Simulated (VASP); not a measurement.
Input:

```
CELL_PARAMETERS angstrom
      0.00000     1.99195     1.99195
      1.99195     0.00000     1.99195
      1.99195     1.99195     0.00000
ATOMIC_POSITIONS crystal
  Pd 0.00000 0.00000 0.00000
```

Calculation: PBE GGA, VASP's PBE PAW potentials (set 64) (plane waves; VASP). Run with 300 eV cut-off, 10×10×10 Γ-centred mesh, Gaussian smearing of 0.27 eV, potentials Pd.

At this cut-off the stress carries a Pulay error, which pulls relaxed volumes low. The run has a spin-polarised start.

Task: Give the stress tensor in GPa (positive for a compressed cell).

Result: 
```
-4.84   0.00   0.00
 0.00  -4.84   0.00
 0.00   0.00  -4.84
```
The pressure is its mean diagonal, -4.84 GPa.

The structure comes from a computed database's Pd entry; how it stands against other phases isn't given here. The cell was not relaxed at this level.
